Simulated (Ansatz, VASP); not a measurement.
# Ba3Hf2TiO9 (random cubic perovskite alloy of BaHfO3 and BaTiO3): VASP beside Ansatz

One calculation is typed for both programs; each brings its own data sets. How far apart do they land? Of the first pair: The structure shown is the start of the Ansatz relaxation below; VASP solves that cell, so the two are compared at the walk's first step.

Main program and level: Ansatz 0.2.0; plane waves, with VASP 6.6.1 beside it; single point at PBE.

### 1. The starting structure

The cell holds 135 atoms: 27 Ba, 18 Hf, 81 O and 9 Ti. Cell: a = 12.604 Å, b = 12.397 Å, c = 12.432 Å, α = 90.0°, β = 90.0°, γ = 88.9°. It derives from BaHfO3 (cubic perovskite), repeated 3×3×3. Cubic perovskite BaHfO3, 3 x 3 x 3 conventional cells, 9 of 27 Hf sites given to Ti at random (x = 0.333), lattice by Vegard's rule (cell 4.113, 4.113, 4.113, 90, 90, 90); (so at first; earlier steps may have moved the atoms), displaced by a Gaussian of 0.02 A.

### 2. Ansatz: relaxation, PBE

Ansatz runs on its default PAW (the set named soft_2) files.

The two programs are compared at the cell with which this relaxation starts, whose forces are those of its first step.

Input file input.yaml:

```yaml
crystal:
  lattice:
    - [12.60306, 0.11792, 2.0e-05]
    - [0.11586, 12.39642, -0.00134]
    - [1.0e-05, -0.00134, 12.43197]
  atoms:
    - { symbol: Ba, position: [0.9985, 0.00046, 0.99764] }
    - { symbol: Hf, position: [0.16438, 0.17128, 0.16777] }
    - { symbol: O, position: [0.16777, 0.16069, 0.00104] }
    - { symbol: O, position: [0.00154, 0.16387, 0.17132] }
    - { symbol: O, position: [0.16939, 0.99182, 0.1709] }
    - { symbol: Ba, position: [0.99641, 0.00626, 0.33644] }
    - { symbol: Ti, position: [0.15855, 0.16892, 0.49877] }
    - { symbol: O, position: [0.17026, 0.1644, 0.33945] }
    - { symbol: O, position: [0.01396, 0.16751, 0.5002] }
    - { symbol: O, position: [0.17088, 0.00327, 0.50135] }
    - { symbol: Ba, position: [0.99563, 0.00691, 0.66043] }
    - { symbol: Hf, position: [0.16534, 0.16621, 0.8313] }
    - { symbol: O, position: [0.17032, 0.16336, 0.66349] }
    - { symbol: O, position: [0.00148, 0.16589, 0.83034] }
    - { symbol: O, position: [0.1706, 0.99026, 0.8375] }
    - { symbol: Ba, position: [0.99674, 0.33883, 0.9977] }
    - { symbol: Ti, position: [0.15905, 0.50874, 0.16483] }
    - { symbol: O, position: [0.16972, 0.5004, 0.00684] }
    - { symbol: O, position: [0.00916, 0.49935, 0.16591] }
    - { symbol: O, position: [0.1704, 0.33466, 0.16746] }
    - { symbol: Ba, position: [0.99713, 0.3325, 0.33501] }
    - { symbol: Hf, position: [0.16328, 0.49956, 0.49814] }
    - { symbol: O, position: [0.16997, 0.49814, 0.33035] }
    - { symbol: O, position: [0.00226, 0.49651, 0.50199] }
    - { symbol: O, position: [0.17302, 0.32826, 0.50149] }
    - { symbol: Ba, position: [0.99336, 0.33276, 0.66517] }
    - { symbol: Hf, position: [0.16232, 0.50339, 0.83419] }
    - { symbol: O, position: [0.17276, 0.49962, 0.66753] }
    - { symbol: O, position: [0.00163, 0.50191, 0.83427] }
    - { symbol: O, position: [0.17061, 0.3331, 0.83766] }
[... 99 atom lines left out ...]
    - { symbol: O, position: [0.83783, 0.66654, 0.50107] }
    - { symbol: Ba, position: [0.65987, 0.66665, 0.66784] }
    - { symbol: Hf, position: [0.82681, 0.83264, 0.83282] }
    - { symbol: O, position: [0.84008, 0.83275, 0.66665] }
    - { symbol: O, position: [0.6692, 0.83263, 0.83386] }
    - { symbol: O, position: [0.83823, 0.66064, 0.8319] }
kpoints:
  mp_grid: { grid: [1, 1, 1] }
hamiltonian:
  xc: pbe
scf:
  occupations: { method: fixed }
output:
  forces: true
  eigenvalues: true
  stress: true
relax:
  f_tol: 0.05
  max_steps: 70
```

Command:

```console
$ ansatz run input.yaml --threads 8 --pin off --max-ram 15872MiB --backend cpu --events-out ev --progress --plain --runs-dir out
```

Numbers of over 12 decimals in the logs are rounded to 6 here.

Log:

```text
Warning: output.stress: scf.convergence.dr2_threshold = 1e-7 eV (the SCF's general default) is looser than the 1.08e-8 eV advised for a printed stress (1e-10 eV for each atom of the cell: 135, of which 108 are counted). What an SCF threshold leaves in a stress goes as its square root, and in the free energy as the threshold itself, and one threshold admits the most on a small cell: [figures from the program's tests c [...]
Engine: ansatz 0.2.0, aarch64-unknown-linux-gnu
Pseudopotentials: kind: paw
Pseudopotential: Ba, paw, valence charge 10, recommended cutoff 420 eV (normal), Ba.paw.azcp
Pseudopotential: Hf, paw, valence charge 26, recommended cutoff 420 eV (normal), Hf.paw.azcp
Pseudopotential: O, paw, valence charge 6, recommended cutoff 420 eV (normal), O.paw.azcp
Pseudopotential: Ti, paw, valence charge 12, recommended cutoff 420 eV (normal), Ti.paw.azcp
Functional definition: PBE
  parameter kappa = 0.804
  parameter beta = 0.066725
  exchange = pbe_x(kappa = kappa, mu = beta*pi^2/3)
  correlation = pbe_c(beta = beta)
Crystal: 135 atoms, lattice volume = 1942.112 Å³
Basis set: ecut = 420 eV, 37967 PW (Γ), exchange–correlation on 180×180×180 points (8 copies of the dense FFT grid, shifted against one another)
Bands: 801, of which v1, the nominal top of the filled ones, is band 666 counted from 1 (665 counted from 0)
Symmetry: 1 space group operations
Space group: P1 (ITA 1), of the structure as read, at distance tolerance 1.2e-4 Å
k-points: 1
Non-local potential: Ba, projectors of the file, l = 0: 3, l = 1: 2, l = 2: 2, l = 3: 2
Non-local potential: Hf, projectors of the file, l = 0: 3, l = 1: 2, l = 2: 2, l = 3: 3
Non-local potential: O, projectors of the file, l = 0: 2, l = 1: 2, l = 2: 1
Non-local potential: Ti, projectors of the file, l = 0: 3, l = 1: 2, l = 2: 3, l = 3: 1
PAW form: soft (Blöchl's): semilocal exchange-correlation on the pseudo side does not see the compensation charge
PAW one-centre angular grid: Ba, 194 points (default); XC on 64 Gauss nodes
PAW one-centre angular grid: Hf, 590 points (default); XC on 64 Gauss nodes
PAW one-centre angular grid: O, 110 points (default); XC on 64 Gauss nodes
PAW one-centre angular grid: Ti, 590 points (default); XC on 64 Gauss nodes
Initial density: superposition of atomic densities (neutral atoms: chi_scale 0, normalization atom), corrected by the library's trained network
Initial wavefunctions: pseudopotential atomic-orbital guess
Functional: x = pbe(κ = 0.804, μ = 0.219515), c = pbe(β = 0.066725)
SCF iter   1: F=—  HF=-512317.451265 eV  |F-HF|=—  |Δ(HF+E_count)|=         —  Δρ=1.67e-3  dr2=8.75e-2  ethr=1.77e-3  ⟨swp⟩=5.0  Hψ=2472  notcnv=0  defer=127
preconditioner: auto → Resta (q_TF=auto, 2.562 Å⁻¹)  ε∞=4.7  [insulator: Δε(μ)=3.040 eV  Ē_g=15.409 eV  n_scr=538 (ndim 8)  ℏωp=29.5 eV  f_vac=0.005  ε∞_Penn≈4.7]
SCF iter   2: F=—  HF=-512317.446047 eV  |F-HF|=—  |Δ(HF+E_count)|=   5.22e-3  Δρ=9.85e-4  dr2=1.76e-2  ethr=6.57e-6  ⟨swp⟩=3.0  Hψ=1593  notcnv=0  defer=133
SCF iter   3: F=—  HF=-512317.448992 eV  |F-HF|=—  |Δ(HF+E_count)|=   2.95e-3  Δρ=5.09e-4  dr2=5.74e-3  ethr=1.32e-6  ⟨swp⟩=2.0  Hψ=1325  notcnv=0  defer=133
SCF iter   4: F=—  HF=-512317.449771 eV  |F-HF|=—  |Δ(HF+E_count)|=   7.79e-4  Δρ=2.45e-4  dr2=1.78e-3  ethr=4.31e-7  ⟨swp⟩=2.0  Hψ=1343  notcnv=0  defer=133
SCF iter   5: F=—  HF=-512317.449730 eV  |F-HF|=—  |Δ(HF+E_count)|=   4.13e-5  Δρ=7.75e-5  dr2=1.45e-4  ethr=1.33e-7  ⟨swp⟩=2.0  Hψ=1139  notcnv=0  defer=133
SCF iter   6: F=-512317.449720 eV  HF=-512317.449725 eV  |F-HF|=5.26e-6  |Δ(HF+E_count)|=   5.13e-6  Δρ=3.83e-5  dr2=2.79e-5  ethr=4.69e-9  ⟨swp⟩=14.0  Hψ=5286  notcnv=0
SCF 1 converged in 6 iterations: F = -512317.449720 eV  dr2 = 2.79e-5
  greatest PAW one-centre occupation: 0.999 electrons in one spin orbital (limit 2), on the Ti atom at site 66 (counted from 0), in its partial waves of l = 0
[...]
- { symbol: O, position: [0.00167295, 0.501893, 0.834325] }
    - { symbol: O, position: [0.170532, 0.333018, 0.837590] }
    - { symbol: Ba, position: [0.999018, 0.667448, 0.998044] }
    - { symbol: Ti, position: [0.153513, 0.840760, 0.162684] }
    - { symbol: O, position: [0.170281, 0.831444, 0.012165] }
    - { symbol: O, position: [0.00883113, 0.833179, 0.168355] }
    - { symbol: O, position: [0.167558, 0.660456, 0.169733] }
    - { symbol: Ba, position: [0.999497, 0.667288, 0.330133] }
    - { symbol: Hf, position: [0.164311, 0.835811, 0.494791] }
    - { symbol: O, position: [0.171045, 0.830284, 0.329873] }
    - { symbol: O, position: [0.00176194, 0.835837, 0.499878] }
    - { symbol: O, position: [0.170057, 0.666181, 0.502024] }
    - { symbol: Ba, position: [0.993832, 0.663429, 0.667599] }
    - { symbol: Ti, position: [0.155268, 0.834377, 0.823637] }
    - { symbol: O, position: [0.168998, 0.832867, 0.673790] }
    - { symbol: O, position: [0.010214, 0.831846, 0.834372] }
    - { symbol: O, position: [0.171794, 0.674134, 0.838047] }
    - { symbol: Ba, position: [0.327876, 0.992237, 0.00184742] }
    - { symbol: Hf, position: [0.497713, 0.165644, 0.166472] }
    - { symbol: O, position: [0.503837, 0.163332, 0.999513] }
    - { symbol: O, position: [0.333947, 0.161796, 0.168976] }
    - { symbol: O, position: [0.503528, 0.991858, 0.164058] }
    - { symbol: Ba, position: [0.326462, 0.000573784, 0.334163] }
    - { symbol: Hf, position: [0.491658, 0.169211, 0.499628] }
    - { symbol: O, position: [0.506446, 0.165372, 0.333043] }
    - { symbol: O, position: [0.334323, 0.167387, 0.500312] }
    - { symbol: O, position: [0.504765, 0.999569, 0.497067] }
    - { symbol: Ba, position: [0.328569, 0.999245, 0.667161] }
    - { symbol: Hf, position: [0.497233, 0.165432, 0.833376] }
    - { symbol: O, position: [0.505505, 0.165627, 0.665463] }
    - { symbol: O, position: [0.334050, 0.163756, 0.831583] }
    - { symbol: O, position: [0.502835, 0.993640, 0.830159] }
    - { symbol: Ba, position: [0.327429, 0.338142, 0.0042242] }
    - { symbol: Hf, position: [0.494302, 0.503409, 0.168331] }
    - { symbol: O, position: [0.506122, 0.501971, 0.998964] }
    - { symbol: O, position: [0.332987, 0.501627, 0.166864] }
    - { symbol: O, position: [0.500719, 0.333325, 0.164549] }
    - { symbol: Ba, position: [0.326793, 0.336350, 0.332081] }
    - { symbol: Ti, position: [0.490720, 0.501647, 0.500517] }
    - { symbol: O, position: [0.502702, 0.501433, 0.337602] }
[...]
- { symbol: Ba, position: [0.328613, 0.332511, 0.663955] }
    - { symbol: Hf, position: [0.495167, 0.503232, 0.832490] }
[...]
- { symbol: Ba, position: [0.326033, 0.674292, 0.00399861] }
    - { symbol: Ti, position: [0.489901, 0.834319, 0.175735] }
[...]
- { symbol: Ba, position: [0.327034, 0.667161, 0.328689] }
    - { symbol: Hf, position: [0.497318, 0.832319, 0.504426] }
[...]
- { symbol: Ba, position: [0.331737, 0.670242, 0.669415] }
    - { symbol: Ti, position: [0.487605, 0.834433, 0.840097] }
[...]
- { symbol: Ba, position: [0.657022, 0.994028, 0.999228] }
    - { symbol: Hf, position: [0.830939, 0.167143, 0.167364] }
[...]
- { symbol: Ba, position: [0.661923, 0.999337, 0.332764] }
    - { symbol: Ti, position: [0.818022, 0.168298, 0.499413] }
[...]
- { symbol: Ba, position: [0.660565, 0.997816, 0.669274] }
    - { symbol: Hf, position: [0.830712, 0.168973, 0.831251] }
[...]
- { symbol: Ba, position: [0.665048, 0.335627, 0.997896] }
    - { symbol: Hf, position: [0.829813, 0.501332, 0.164406] }
[...]
- { symbol: Ba, position: [0.661231, 0.336860, 0.336611] }
    - { symbol: Hf, position: [0.827949, 0.499482, 0.501022] }
[...]
- { symbol: Ba, position: [0.663079, 0.337330, 0.664345] }
    - { symbol: Ti, position: [0.824929, 0.502369, 0.832691] }
[...]
- { symbol: Ba, position: [0.656713, 0.671623, 0.998654] }
    - { symbol: Hf, position: [0.826240, 0.833747, 0.166236] }
[...]
- { symbol: O, position: [0.667437, 0.831891, 0.163554] }
    - { symbol: O, position: [0.843948, 0.666633, 0.166381] }
    - { symbol: Ba, position: [0.658831, 0.664998, 0.334894] }
    - { symbol: Hf, position: [0.831461, 0.835478, 0.499506] }
    - { symbol: O, position: [0.838394, 0.834103, 0.332900] }
    - { symbol: O, position: [0.667440, 0.832326, 0.498338] }
    - { symbol: O, position: [0.837896, 0.666425, 0.501157] }
    - { symbol: Ba, position: [0.659915, 0.666385, 0.668550] }
    - { symbol: Hf, position: [0.826829, 0.832577, 0.832816] }
    - { symbol: O, position: [0.840075, 0.832870, 0.666643] }
    - { symbol: O, position: [0.669193, 0.832791, 0.833827] }
    - { symbol: O, position: [0.837826, 0.660565, 0.831927] }
```

### 3. VASP: single point, PBE, start cell, pair 1

The same cell, functional and mesh now go to VASP, with its own data sets.

Lines of VASP's logs that name or quote its potential files are left out, and so is its time.

Input file INCAR:

```
SYSTEM = Ba3Hf2TiO9
PREC = Accurate
ENCUT = 520
EDIFF = 1E-06
NELM = 120
ISMEAR = 0
SIGMA = 0.01
LREAL = Auto
ALGO = Normal
GGA = PE
NBANDS = 616
LASPH = .TRUE.
LORBIT = 11
LWAVE = .FALSE.
LCHARG = .FALSE.
ISIF = 2
GGA_COMPAT = .FALSE.
EFERMI = MIDGAP
```

Input file POSCAR:

```
Ba3Hf2TiO9
1.0
   12.6030600000      0.1179200000      0.0000200000
    0.1158600000     12.3964200000     -0.0013400000
    0.0000100000     -0.0013400000     12.4319700000
Ba Hf O Ti
27 18 81 9
Direct
    0.9984985239      0.0004593170      0.9976359857
    0.9964065704      0.0062562066      0.3364381072
    0.9956306331      0.0069116904      0.6604334912
    0.9967367423      0.3388318334      0.9976965919
    0.9971287603      0.3324965989      0.3350093029
    0.9933571347      0.3327617691      0.6651661831
    0.9990862532      0.6675818181      0.9976515852
    0.9994931095      0.6674009202      0.3301065179
    0.9940573633      0.6639800512      0.6677839355
    0.3279388055      0.9922970990      0.0016025714
    0.3263092519      0.0008767717      0.3337439399
    0.3284275973      0.9994874290      0.6672661489
    0.3271088548      0.3385761892      0.0039693749
    0.3267691277      0.3366627858      0.3327666165
    0.3287086016      0.3328080083      0.6635585019
    0.3259572742      0.6744422026      0.0042468920
    0.3270525812      0.6674728965      0.3286597275
    0.3315960646      0.6703625472      0.6697725022
    0.6571696467      0.9946618207      0.9993524521
    0.6619000371      0.9997478857      0.3327892863
    0.6606286055      0.9981991393      0.6694775144
    0.6649391702      0.3359378970      0.9976807262
    0.6608970697      0.3372278110      0.3362410517
    0.6629968828      0.3375095642      0.6648535190
    0.6563814552      0.6721487178      0.9987385388
    0.6589505584      0.6654861382      0.3351663954
    0.6598679337      0.6666507976      0.6678410674
    0.1643770627      0.1712786006      0.1677711759
    0.1653435376      0.1662106184      0.8313018303
    0.1632791075      0.4995566168      0.4981403704
[... 99 atom lines left out ...]
    0.1553203342      0.8344577212      0.8237001108
    0.4907991917      0.5016686808      0.5005290730
    0.4899070912      0.8343671493      0.1757169824
    0.4876129059      0.8344285231      0.8401088791
    0.8180218215      0.1684525132      0.4994308517
    0.8249484981      0.5024706989      0.8326481492
```

Input file KPOINTS:

```
Automatic mesh
0
Gamma
1 1 1
0 0 0
```

The projector-augmented-wave data sets are Ba_sv, Hf_pv, O and Ti_sv (PBE family, release 64).

Command:

```console
$ export OMP_NUM_THREADS=3
$ mpirun -np 1 vasp_gam
```

Log:

```text
[banner, memory and clock lines left out]
running    1 mpi-ranks, on    1 nodes
[...]
Offloading initialized ...    1 GPUs detected
[...]
LDA part: xc-table for (Slater+PW92), standard interpolation
 POSCAR, INCAR and KPOINTS ok, starting setup
[...]
entering main loop
       N       E                     dE             d eps       ncg     rms          rms(c)
DAV:   1     0.138483991450E+05    0.13848E+05   -0.61148E+05  1232   0.181E+03
DAV:   2     0.808363627058E+03   -0.13040E+05   -0.12333E+05  1560   0.495E+02
DAV:   3    -0.122219939523E+04   -0.20306E+04   -0.19925E+04  1400   0.189E+02
DAV:   4    -0.135798572069E+04   -0.13579E+03   -0.13533E+03  1680   0.516E+01
[...]
DAV:  19    -0.114153541353E+04    0.51273E-05   -0.20953E-05  1600   0.941E-03    0.275E-02
DAV:  20    -0.114153540681E+04    0.67195E-05   -0.23970E-05  1544   0.929E-03    0.691E-03
DAV:  21    -0.114153540665E+04    0.15368E-06   -0.44732E-06  1224   0.307E-03
   1 F= -.11415354E+04 E0= -.11415354E+04  d E =0.000000E+00
```

Parts of OUTCAR (step 3):

```text
  FREE ENERGIE OF THE ION-ELECTRON SYSTEM (eV)
  ---------------------------------------------------
  free  energy   TOTEN  =     -1141.5354066535 eV

  energy  without entropy=    -1141.5354066535  energy(sigma->0) =    -1141.53540665
```

Harder data sets than Ba_sv and Hf_pv exist (the GW ones), and pressures, volumes and forces can shift noticeably with them.

### 4. Differences

Known differences besides the potentials themselves: fixed occupations in Ansatz, narrow Gaussian smearing in VASP; the data sets hold 1332 valence electrons in Ansatz (on its default PAW (the set named soft_2) files) and 1044 in VASP; the cutoff is 420 eV in Ansatz and 520 eV in VASP (PREC = Accurate, projectors in real space). Total energies have different zeros and are not compared.

Forces on 8 of the 135 atoms, those with the largest forces and the largest differences (eV/Å; atoms numbered as in POSCAR):

```csv
atom,"Ansatz x, y, z","VASP x, y, z"
O52,"-0.006, 0.017, -0.002","-0.035, 0.040, 0.175"
O62,"0.012, 0.005, 0.003","0.182, 0.004, -0.003"
O65,"0.025, 0.035, 0.001","-0.156, 0.042, 0.001"
O86,"-0.005, 0.038, -0.002","-0.176, 0.053, -0.002"
O94,"-0.005, 0.017, 0.001","-0.031, 0.029, 0.182"
O96,"-0.021, 0.007, -0.001","-0.054, 0.175, 0.020"
O99,"0.010, -0.004, 0.002","-0.036, -0.184, 0.023"
O104,"-0.004, 0.043, 0.001","-0.181, 0.033, 0.004"
```

The forces differ by 61 meV/Å r.m.s., where the r.m.s. force is 0.013 eV/Å in Ansatz and 0.063 eV/Å in VASP: the atoms lie near their places of rest in Ansatz, so a percentage would say little (all taken over all components).

(Part 1 of 2 ends here.)

[Lines on the potential files, build, host, timing and source positions are cut from VASP's logs without a mark.]

[Logs are printed without paths, hosts, clocks, repeated set-up lines and the standing remarks that a program may print on its own settings, such as how far it seeks lower states.]

[Hosts, paths, dates, database ids (printed as entryN), source tags and the programs' standing remarks are cut or masked in the printed files.]
